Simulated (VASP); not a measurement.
Given:

```yaml
crystal:
  lattice:
    - [-1.14848, 1.14848, 1.14848]
    - [1.14848, -1.14848, 1.14848]
    - [1.14848, 1.14848, -1.14848]
  atoms:
    - { symbol: B, position: [0.00000, 0.00000, 0.00000] }
```

All values below come from PBEsol GGA, VASP's PBE PAW potentials (set 64) (plane waves; VASP). Run with 520 eV cut-off, Gaussian smearing of 0.050 eV, potentials B.

### Question
Estimate the band gap (along the path) with the smallest direct gap where there is one.

### Answer

The band gap (along the path) is none (metal, semimetal or under 0.01 eV).

Total energies compare only between runs with the same potentials, cut-off and functional.

The structure was generated: B was put into the bcc type (Im-3m), which need not be its known phase. It was relaxed first.
